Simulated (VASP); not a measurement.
Consider the following.

```
CELL_PARAMETERS angstrom
      2.15319    -6.10622     0.00000
      2.15319     6.10622     0.00000
      0.00000     0.00000     4.45392
ATOMIC_POSITIONS crystal
  Pb 0.63104 0.36896 0.75000
  Pb 0.36896 0.63104 0.25000
  Se 0.86154 0.13846 0.75000
  Se 0.13846 0.86154 0.25000
```

Level of theory: r2SCAN meta-GGA, VASP's PBE PAW potentials (set 64) (plane waves; VASP). Settings: 400 eV cut-off, 6×6×6 Γ-centred mesh, tetrahedra with Blöchl corrections, potentials Pb_d Se.

The path is coarsely sampled, so an indirect gap can come out somewhat too large. Unless said otherwise, spin-orbit coupling is left out, though it shifts the bands of the heavy elements here.

**Question.** Tabulate the total density of states (states/eV per cell) against energy (eV; zero at the valence-band maximum or, without a gap, the Fermi level).

**Answer.** 
```
E (eV) | DOS (states/eV)
    -9.98 |  0.00
    -9.65 |  0.00
    -9.21 |  0.00
    -8.88 |  0.00
    -8.44 | ######## 1.34
    -8.11 | ################# 3.01
    -7.78 | ################## 3.12
    -7.33 | ######## 1.32
    -7.00 | #### 0.72
    -6.56 | ## 0.39
    -6.23 |  0.00
    -5.79 |  0.00
    -5.46 |  0.00
    -5.13 |  0.00
    -4.69 |  0.00
    -4.36 |  0.01
    -3.92 | ######### 1.64
    -3.59 | ######### 1.55
    -3.26 | ############ 2.10
    -2.82 | #################### 3.57
    -2.49 | ################## 3.08
    -2.05 | ####################### 4.04
    -1.72 | ################# 2.95
    -1.39 | ############################## 5.22
    -0.95 | ######################## 4.18
    -0.62 | ################# 2.95
    -0.17 | # 0.14
     0.16 |  0.00
     0.49 |  0.00
     0.93 |  0.00
     1.26 |  0.00
     1.70 | ###### 1.02
     2.03 | ######### 1.58
     2.47 | ############### 2.60
     2.80 | ############### 2.55
     3.13 | ################ 2.71
     3.57 | ################ 2.85
     3.90 | ################ 2.71
     4.34 | ############ 2.12
     4.67 | ########## 1.71
```
Within 2 eV below the valence-band maximum the largest weight inside VASP's projection spheres is Se p.

The structure comes from a computed database's PbSe entry (Cmcm); how it stands against other phases isn't given here. It was relaxed first.
